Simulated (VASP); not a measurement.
Consider the following.

```
CELL_PARAMETERS angstrom
      0.00000     3.15150     3.15150
      3.15150     0.00000     3.15150
      3.15150     3.15150     0.00000
ATOMIC_POSITIONS crystal
  Sr 0.00000 0.00000 0.00000
  Cl 0.25000 0.25000 0.25000
  Cl 0.75000 0.75000 0.75000
```

All values below come from PBEsol GGA, VASP's PBE PAW potentials (set 64) (plane waves; VASP). Numerical set-up: 500 eV cut-off, 6×6×6 Γ-centred mesh, Gaussian smearing of 0.050 eV, potentials Sr_sv Cl.

**Question.** Predict the energy per atom (σ→0), pressure, band gap (on the k-mesh) with the smallest direct gap where there is one.

**Answer.** 
```json
{
 "band gap (on the k-mesh)": "4.94 eV",
 "smallest direct gap (on the k-mesh)": "4.94 eV",
 "energy per atom (σ→0)": "-4.121 eV/atom",
 "pressure": "19.93 GPa"
}
```

The compound is SrCl2 in the fluorite structure. It was relaxed first under an external pressure of 20 GPa.
